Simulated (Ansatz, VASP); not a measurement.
## Cross-check of WS2 (Tungstenite) between VASP and Ansatz

Aim: how closely do two programs agree when they are given the same cell, functional and k mesh? The cell is taken from a series of runs on this material, whose earlier steps may have relaxed, scaled, displaced or heated it; both programs get it as it stands.

Method: plane waves, with VASP 6.6.1 beside it; G0W0 gap at PBE, in Ansatz 0.2.0.

## Step 1: The structure

Symmetry: P6_3/mmc, No. 194, hexagonal system. Conventional cell: a = 3.146 Å, b = 3.146 Å, c = 11.989 Å, α = 90.00°, β = 90.00°, γ = 120.00°. Nearest to W lie 6 S at 2.40 Å. Nearest to S lie 3 W at 2.40 Å. Farther neighbours and most contacts between anions are not listed.

Structure file:

```
W S
1.0
     3.14551    0.00000    0.00000
    -1.57275    2.72409    0.00000
     0.00000    0.00000   11.98893
W S
2 4
Direct
  0.33333 0.66667 0.25000
  0.66667 0.33333 0.75000
  0.33333 0.66667 0.61859
  0.66667 0.33333 0.11859
  0.33333 0.66667 0.88141
  0.66667 0.33333 0.38141
```

## Step 2: VASP: G0W0 gap, PBE

Quasiparticle shifts depend on high empty states and on the cores, so they are the hardest test of two PAW sets.

Lines of VASP's logs that name or quote its potential files are left out, and so is its time.

The run reads the wave functions of an earlier VASP run, which isn't shown here.

The input, INCAR:

```
SYSTEM = WS2
PREC = Accurate
ENCUT = 340
ISMEAR = 0
SIGMA = 0.01
LREAL = .FALSE.
GGA = PE
NBANDS = 208
LASPH = .TRUE.
ALGO = EVGW0
NELMGW = 1
ENCUTGW = 80
NOMEGA = 64
PRECFOCK = Fast
NBANDSGW = 40
LWAVE = .FALSE.
LCHARG = .FALSE.
```

The input, POSCAR:

```
WS2
1.0
    3.1455060802      0.0000000000      0.0000000000
   -1.5727530401      2.7240881732      0.0000000000
    0.0000000000      0.0000000000     11.9889250996
W S
2 4
Direct
    0.3333333333      0.6666666667      0.2500000000
    0.6666666667      0.3333333333      0.7500000000
    0.3333333333      0.6666666667      0.6185858150
    0.6666666667      0.3333333333      0.1185858150
    0.3333333333      0.6666666667      0.8814141850
    0.6666666667      0.3333333333      0.3814141850
```

The input, KPOINTS:

```
Automatic mesh
0
Gamma
6 6 2
0 0 0
```

Potentials, in the order of the species: W_sv_GW and S_GW (PBE family, release 64).

Command:

```sh
> mpirun -np 8 vasp_std
```

Numbers of over 12 decimals in the logs are rounded to 6 here.

Output:

```text
[banner, memory and clock lines left out]
running    8 mpi-ranks, on    1 nodes
 distrk:  each k-point on    8 cores,    1 groups
 distr:  one band on    1 cores,    8 groups

 POSCAR found type information on POSCAR W S
 POSCAR found :  2 types and       6 ions
|                                                                             |
|           W    W    AA    RRRRR   N    N  II  N    N   GGGG   !!!           |
|           W    W   A  A   R    R  NN   N  II  NN   N  G    G  !!!           |
|           W    W  A    A  R    R  N N  N  II  N N  N  G       !!!           |
|           W WW W  AAAAAA  RRRRR   N  N N  II  N  N N  G  GGG   !            |
|           WW  WW  A    A  R   R   N   NN  II  N   NN  G    G                |
|           W    W  A    A  R    R  N    N  II  N    N   GGGG   !!!           |
|                                                                             |
|     For optimal performance we recommend to set                             |
|       NCORE = 2 up to number-of-cores-per-socket                            |
|     NCORE specifies how many cores store one orbital (NPAR=cpu/NCORE).      |
|     This setting can greatly improve the performance of VASP for DFT.       |
|     The default, NCORE=1 might be grossly inefficient on modern             |
|     multi-core architectures or massively parallel machines. Do your        |
|     Unfortunately you need to use the default for GW and RPA                |
|     calculations (for HF NCORE is supported but not extensively tested      |
|     yet).                                                                   |
|                                                                             |

|                                                                             |
|           W    W    AA    RRRRR   N    N  II  N    N   GGGG   !!!           |
|           W    W   A  A   R    R  NN   N  II  NN   N  G    G  !!!           |
|           W    W  A    A  R    R  N N  N  II  N N  N  G       !!!           |
|           W WW W  AAAAAA  RRRRR   N  N N  II  N  N N  G  GGG   !            |
|           WW  WW  A    A  R   R   N   NN  II  N   NN  G    G                |
|           W    W  A    A  R    R  N    N  II  N    N   GGGG   !!!           |
|                                                                             |
|     The default for ENCUTGWSOFT is different in this version of VASP.       |
|     please manually set ENCUTGWSOFT =80 in the INCAR file.                  |
|                                                                             |

 LDA part: xc-table for (Slater+PW92), standard interpolation
 found WAVECAR, reading the header
 POSCAR, INCAR and KPOINTS ok, starting setup
 FFT: planning ... GRIDC
 FFT: planning ... GRID_SOFT
 FFT: planning ... GRID
 reading WAVECAR
 the WAVECAR file was read successfully
 initial charge from wavefunction
 available memory per node:     29.58 GB, setting MAXMEM to     30294

 The Fermi energy was updated, please check that it is located mid-gap
 values below the HOMO (VB) or above the LUMO (CB) will cause erroneous energies
 E-fermi :   8.8155

 calculate exact exchange contribution
 the WAVEDER file was read successfully
|                                                                             |
|           W    W    AA    RRRRR   N    N  II  N    N   GGGG   !!!           |
|           W    W   A  A   R    R  NN   N  II  NN   N  G    G  !!!           |
|           W    W  A    A  R    R  N N  N  II  N N  N  G       !!!           |
|           W WW W  AAAAAA  RRRRR   N  N N  II  N  N N  G  GGG   !            |
|           WW  WW  A    A  R   R   N   NN  II  N   NN  G    G                |
|           W    W  A    A  R    R  N    N  II  N    N   GGGG   !!!           |
|                                                                             |
|     Automatic setting of frequency mesh for GW failed. Frequency mesh       |
|     properly not suitable for determining QP energies. Consider             |
|     increasing number of kpoints.                                           |
|                                                                             |

energies w=
    0.000    0.000    0.817    0.000    1.632    0.000    2.444    0.000
    3.251    0.000    4.050    0.000    4.842    0.000    5.625    0.000
    6.399    0.000    7.162    0.000    7.915    0.000    8.657    0.000
    9.389    0.000   10.112    0.000   10.826    0.000   11.531    0.000
   12.229    0.000   12.920    0.000   13.606    0.000   14.288    0.000
   14.967    0.000   15.645    0.000   16.322    0.000   17.001    0.000
   17.683    0.000   18.369    0.000   19.063    0.000   19.764    0.000
   20.476    0.000   21.201    0.000   21.941    0.000   22.699    0.000
   23.477    0.000   24.278    0.000   25.107    0.000   25.967    0.000
   26.862    0.000   27.797    0.000   28.777    0.000   29.810    0.000
   30.902    0.000   32.061    0.000   33.299    0.000   34.625    0.000
   36.054    0.000   37.601    0.000   39.286    0.000   41.133    0.000
   43.171    0.000   45.435    0.000   47.968    0.000   50.828    0.000
   54.087    0.000   57.838    0.000   62.206    0.000   67.361    0.000
   73.539    0.000   81.079    0.000   90.485    0.000  102.539    0.000
  118.531    0.000  140.734    0.000  173.587    0.000  227.050    0.000
 responsefunction array rank=     176
 LDA part: xc-table for (Slater+PW92), standard interpolation

 min. memory requirement per mpi rank    218.1 MB, per node   1744.7 MB

 allocating   8 responsefunctions rank=   176
 shmem allocating  64 responsefunctions rank=   176
 response function shared by NCSHMEM nodes    1
 Doing            8  frequencies on each core in blocks of           64
NQ=   1    0.0000    0.0000    0.0000,
|.........|.........|.........|.........|.........|.........|.........|.........
 performed        914000 updates of chi_q(r,r)
 total number of BLAS operations        189.61 Gflops
NQ=   2    0.1667    0.0000    0.0000,
|.........|.........|.........|.........|.........|.........|.........|.........
 performed       2593000 updates of chi_q(r,r)
 total number of BLAS operations        596.47 Gflops
NQ=   3    0.3333   -0.0000    0.0000,
|.........|.........|.........|.........|.........|.........|.........|.........
 performed       4272000 updates of chi_q(r,r)
 total number of BLAS operations        966.78 Gflops
NQ=   4    0.5000   -0.0000    0.0000,
|.........|.........|.........|.........|.........|.........|.........|.........
 performed       5519000 updates of chi_q(r,r)
 total number of BLAS operations       1241.72 Gflops
NQ=   5    0.1667    0.1667    0.0000,
|.........|.........|.........|.........|.........|.........|.........|.........
 performed       7198000 updates of chi_q(r,r)
 total number of BLAS operations       1630.09 Gflops
NQ=   6    0.3333    0.1667    0.0000,
|.........|.........|.........|.........|.........|.........|.........|.........
 performed       9077000 updates of chi_q(r,r)
 total number of BLAS operations       2054.46 Gflops
NQ=   7    0.3333    0.3333    0.0000,
|.........|.........|.........|.........|.........|.........|.........|.........
 performed      10157000 updates of chi_q(r,r)
 total number of BLAS operations       2281.37 Gflops
NQ=   8    0.0000    0.0000    0.5000,
|.........|.........|.........|.........|.........|.........|.........|.........
 performed      11071000 updates of chi_q(r,r)
 total number of BLAS operations       2473.35 Gflops
NQ=   9    0.1667    0.0000    0.5000,
|.........|.........|.........|.........|.........|.........|.........|.........
 performed      12750000 updates of chi_q(r,r)
 total number of BLAS operations       2861.72 Gflops
NQ=  10    0.3333   -0.0000    0.5000,
|.........|.........|.........|.........|.........|.........|.........|.........
 performed      14429000 updates of chi_q(r,r)
 total number of BLAS operations       3241.01 Gflops
NQ=  11    0.5000   -0.0000    0.5000,
|.........|.........|.........|.........|.........|.........|.........|.........
 performed      15676000 updates of chi_q(r,r)
 total number of BLAS operations       3550.06 Gflops
NQ=  12    0.1667    0.1667    0.5000,
|.........|.........|.........|.........|.........|.........|.........|.........
 performed      17355000 updates of chi_q(r,r)
 total number of BLAS operations       3920.37 Gflops
NQ=  13    0.3333    0.1667    0.5000,
|.........|.........|.........|.........|.........|.........|.........|.........
 performed      19234000 updates of chi_q(r,r)
 total number of BLAS operations       4334.70 Gflops
NQ=  14    0.3333    0.3333    0.5000,
|.........|.........|.........|.........|.........|.........|.........|.........
 performed      20314000 updates of chi_q(r,r)
 total number of BLAS operations       4561.61 Gflops
 resolving degeneracies of screened two electron integrals

 calculate QP shifts <psi_nk| G(iteration)W_0 |psi_nk>: iteration 1
 entering main loop
```

Parts of OUTCAR (step 2):

```text
ion  position               nearest neighbor table
   1  0.333  0.667  0.250-   4 2.40   6 2.40   4 2.40   6 2.40   4 2.40   6 2.40
   2  0.667  0.333  0.750-   3 2.40   5 2.40   3 2.40   5 2.40   3 2.40   5 2.40
   3  0.333  0.667  0.619-   2 2.40   2 2.40   2 2.40
   4  0.667  0.333  0.119-   1 2.40   1 2.40   1 2.40
   5  0.333  0.667  0.881-   2 2.40   2 2.40   2 2.40
   6  0.667  0.333  0.381-   1 2.40   1 2.40   1 2.40

  LATTYP: Found a hexagonal cell.
 ALAT       =     3.1455060802
 C/A-ratio  =     3.8114455334

 Subroutine GETGRP returns: Found 24 space group operations
 (whereof 12 operations were pure point group operations)

The static configuration has the point symmetry D_3d.
 The point group associated with its full space group is D_6h.

 Found     14 irreducible k-points:

   k-points           NKPTS =     14   k-points in BZ     NKDIM =     72   number of bands    NBANDS=    208

   dimension x,y,z NGX =    20 NGY =   20 NGZ =   72
   dimension x,y,z NGXF=    40 NGYF=   40 NGZF=  144

   ENCUT  =  340.0 eV  24.99 Ry    5.00 a.u.   4.73  4.73 18.03*2*pi/ulx,y,z

   NELECT =      52.0000    total number of electrons

  energy-cutoff  :      340.00
  volume of cell :      102.73
      direct lattice vectors                 reciprocal lattice vectors
     3.145506080  0.000000000  0.000000000     0.317913866  0.183547656  0.000000000
    -1.572753040  2.724088173  0.000000000     0.000000000  0.367095313  0.000000000
     0.000000000  0.000000000 11.988925100     0.000000000  0.000000000  0.083410313

 k-points in reciprocal lattice and weights: Automatic mesh
   0.00000000  0.00000000  0.00000000       0.014
   0.16666667  0.00000000  0.00000000       0.083
   0.33333333 -0.00000000  0.00000000       0.083
   0.50000000 -0.00000000  0.00000000       0.042
   0.16666667  0.16666667  0.00000000       0.083
   0.33333333  0.16666667  0.00000000       0.167
   0.33333333  0.33333333  0.00000000       0.028
   0.00000000  0.00000000  0.50000000       0.014
   0.16666667  0.00000000  0.50000000       0.083
[...]
0.33333333  0.16666667  0.50000000       0.167
   0.33333333  0.33333333  0.50000000       0.028

 E-fermi :   8.8155

 QP shifts <psi_nk| G(iteration)W_0 |psi_nk>: iteration 1
 for sc-GW calculations column KS-energies equals QP-energies in previous step
 and V_xc(KS)=  KS-energies - (<T + V_ion + V_H > + <T+V_H+V_ion>^1  + <V_x>^1)
 k-point   1 :       0.0000    0.0000    0.0000
  band No.  KS-energies  QP-energies   sigma(KS)   V_xc(KS)     V^pw_x(r,r')   Z            occupation Imag(sigma)
    ...
     23       6.1605       6.1103     -15.3190     -15.2537     -17.1702       0.7681       2.0000       0.2071
     24       7.0267       6.9675     -14.3051     -14.2282     -15.5469       0.7710       2.0000       0.1804
     25       7.0523       6.8502     -14.1882     -13.9266     -16.3313       0.7721       2.0000       0.2107
     26       8.4065       8.4957     -15.1674     -15.2832     -15.9203       0.7705       2.0000       0.1106
     27      10.6212      11.2413     -14.0295     -14.8394     -10.5205       0.7656       0.0000      -0.2479
     28      10.6212      11.2413     -14.0295     -14.8394     -10.5205       0.7656       0.0000      -0.2479
     29      10.6269      11.3159     -14.0996     -14.9931     -10.3430       0.7711       0.0000      -0.2429
     30      10.6269      11.3159     -14.0996     -14.9931     -10.3430       0.7711       0.0000      -0.2429
    ...

 k-point   2 :       0.1667    0.0000    0.0000
  band No.  KS-energies  QP-energies   sigma(KS)   V_xc(KS)     V^pw_x(r,r')   Z            occupation Imag(sigma)
    ...
     23       5.9897       5.7654     -14.1622     -13.8702     -16.4373       0.7678       2.0000       0.2391
     24       6.9560       6.7623     -14.1536     -13.9014     -16.3290       0.7683       2.0000       0.2130
     25       7.0218       6.9841     -14.5832     -14.5342     -15.8990       0.7687       2.0000       0.1816
     26       7.4534       7.4627     -14.7404     -14.7526     -15.8891       0.7699       2.0000       0.1552
     27       9.8955      10.4404     -13.6973     -14.4022     -10.2200       0.7729       0.0000      -0.2173
     28      10.2600      10.8615     -14.0903     -14.8735     -10.6166       0.7682       0.0000      -0.2313
     29      10.4896      11.1680     -14.0459     -14.9185     -10.1406       0.7775       0.0000      -0.2428
     30      10.5958      11.2340     -14.3416     -15.1755     -10.7000       0.7654       0.0000      -0.2566
    ...

 k-point   3 :       0.3333   -0.0000    0.0000
  band No.  KS-energies  QP-energies   sigma(KS)   V_xc(KS)     V^pw_x(r,r')   Z            occupation Imag(sigma)
    ...
     23       6.0469       5.8107     -14.2003     -13.8897     -16.6813       0.7607       2.0000       0.2609
     24       6.2077       6.0854     -14.0514     -13.8926     -15.6742       0.7704       2.0000       0.2252
     25       6.2258       6.0769     -14.6826     -14.4888     -16.8776       0.7682       2.0000       0.2294
     26       6.5844       6.4998     -14.4365     -14.3267     -16.0046       0.7700       2.0000       0.2063
     27       9.9563      10.5109     -13.9954     -14.7128     -10.2931       0.7729       0.0000      -0.2319
     28      10.2114      10.8704     -14.9572     -15.8175     -11.1580       0.7660       0.0000      -0.2505
     29      10.4393      11.1162     -15.1099     -15.9958     -11.2394       0.7641       0.0000      -0.2650
     30      10.8132      11.4504     -14.4555     -15.2862     -10.5152       0.7670       0.0000      -0.2805
    ...

 k-point   4 :       0.5000   -0.0000    0.0000
  band No.  KS-energies  QP-energies   sigma(KS)   V_xc(KS)     V^pw_x(r,r')   Z            occupation Imag(sigma)
    ...
     23       6.3096       6.1045     -14.1605     -13.8939     -16.4224       0.7693       2.0000       0.2291
     24       6.5475       6.3273     -13.6059     -13.3226     -15.3178       0.7772       2.0000       0.2055
     25       6.6068       6.4375     -14.3806     -14.1610     -16.5380       0.7709       2.0000       0.2140
     26       6.7995       6.6653     -14.1441     -13.9708     -15.7206       0.7738       2.0000       0.1935
     27      10.6654      11.4058     -15.9611     -16.9358     -11.7663       0.7597       0.0000      -0.2974
     28      10.7255      11.4663     -15.9783     -16.9549     -11.7501       0.7584       0.0000      -0.3030
     29      10.8942      11.5161     -14.5283     -15.3397     -10.3448       0.7665       0.0000      -0.3018
     30      11.2736      11.9740     -15.5445     -16.4656     -11.1764       0.7605       0.0000      -0.3418
    ...

[... 4 further parts left out ...]
```

This run has no spin polarisation, so a moment on W, if there is one, isn't seen.

[end of part 1 of 2]

[Lines on the potential files, build, host, timing and source positions are cut from VASP's logs without a mark.]

[Logs are printed without paths, hosts, clocks, repeated set-up lines and the standing remarks that a program may print on its own settings, such as how far it seeks lower states.]

[Hosts, paths, dates, database ids (printed as entryN), source tags and the programs' standing remarks are cut or masked in the printed files.]
